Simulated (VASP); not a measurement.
A run of VASP 6.6.1:

INCAR

```
  PREC = Accurate
  ENCUT = 520
  EDIFF = 1E-6
  ISMEAR = 0
  SIGMA = 0.05
  LREAL = F
  LASPH = T
  NELM = 100
  ALGO = Normal
  ISIF = 2
  LWAVE = F
  LCHARG = F
  GGA = PE
  NBANDS = 29
```

KPOINTS

```
Automatic mesh
0
Gamma
  4 4 4
```

The input POSCAR:

```
NaGeCl3
1.0
    5.1225115580      0.0000000000      0.0000000000
    0.0000000000      5.1225115580      0.0000000000
    0.0000000000      0.0000000000      5.1225115580
Na Ge Cl
1 1 3
Direct
    0.0000000000      0.0000000000      0.0000000000
    0.5000000000      0.5000000000      0.5000000000
    0.5000000000      0.5000000000      0.0000000000
    0.5000000000      0.0000000000      0.5000000000
    0.0000000000      0.5000000000      0.5000000000
```

Potentials or basis: VASP PAW PBE potentials, release 64 (Na_pv, Ge_d, Cl).

Run with:

```console
$ cat potpaw_PBE.64/Na_pv/POTCAR potpaw_PBE.64/Ge_d/POTCAR potpaw_PBE.64/Cl/POTCAR > POTCAR
$ mpirun -np 1 vasp_std > vasp.out
```

Hardware: 1 thread of Intel(R) Xeon(R) 6975P-C (Granite Rapids) (shared host).

Q: Estimate the wall time of this run.

A: Run time: 17 s on 1 thread of Intel(R) Xeon(R) 6975P-C (Granite Rapids), with other jobs on the host, peak memory 0.24 GiB. Counts: scf iterations 13, k points 10.
